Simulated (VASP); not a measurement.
Li2V:

```xyz
3
Lattice="0.0000 3.2609 3.2609 3.2609 0.0000 3.2609 3.2609 3.2609 0.0000" Properties=species:S:1:pos:R:3 pbc="T T T"
Li    4.8913    4.8913    4.8913
Li    0.0000    0.0000    0.0000
V     1.6304    1.6304    1.6304
```

The cell was built by a generator and needn't be a form met in nature.

```yaml
Program: VASP 6.6.1
Task: relaxation of cell and atoms
Functional: PBE
Potentials_or_basis: VASP PAW PBE potentials, release 64 (Li_sv, V_sv)
Cutoff: 600 eV
k_mesh: 7 × 7 × 7
Occupations: methfessel-paxton, width 0.2 eV
Spin: collinear spin, ferromagnetic start
Starting_moments: "[0.0, 0.0, 2.0] μB"
```

At the start: pressure -1.8 GPa; volume 23.12 Å³/atom.

Q: How do energy, volume and symmetry change on relaxing?

A: Over 4 steps the energy falls by 14.9 meV/atom and the volume is 20.67 Å³/atom (-10.6 %); space group F-43m (No. 216, to 0.05 Å); moment 4.17 μB per cell.

The path:
```tsv
step	energy change (eV)	largest force (eV/Å)	pressure (GPa)	volume (Å³)
1	0.0000	0.0000	-1.77	69.35
2	-0.0241	0.0000	-1.36	66.82
3	-0.0403	0.0000	0.71	59.85
4	-0.0448	0.0000	-0.01	62.01
```

Final structure:
```xyz
3
Lattice="0.0000 3.1416 3.1416 3.1416 0.0000 3.1416 3.1416 3.1416 0.0000" Properties=species:S:1:pos:R:3 pbc="T T T"
Li    4.7124    4.7124    4.7124
Li    0.0000    0.0000    0.0000
V     1.5708    1.5708    1.5708
```

Caveat: the cutoff is under 1.25 times the usual one of these potentials, so pressure, stress and relaxed cells hold a basis-set (Pulay) error.
